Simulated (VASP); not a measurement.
Input:

```
CELL_PARAMETERS angstrom
      0.00000     1.56676     1.56676
      1.56676     0.00000     1.56676
      1.56676     1.56676     0.00000
ATOMIC_POSITIONS crystal
  O  0.00000 0.00000 0.00000
```

The numbers are results of r2SCAN meta-GGA, VASP's PBE PAW potentials (set 64) (plane waves; VASP), not measurements. Run with 520 eV cut-off, 22×22×22 Γ-centred mesh, tetrahedra with Blöchl corrections, potentials O.

Question: Give the energies of bands 2 to 4 at the high-symmetry points, in eV from the Fermi level.

Answer: 
```tsv
band	Γ	X	U	L	W
2	2.03	-6.06	-4.87	-7.18	-3.82
3	2.03	-0.81	-3.47	1.16	-3.82
4	2.03	-0.81	-0.18	1.16	-1.64
```

It has no gap at this level: it comes out as a metal or semimetal.

The structure was generated: O was put into the fcc type (Fm-3m), which need not be its known phase. It was relaxed first.
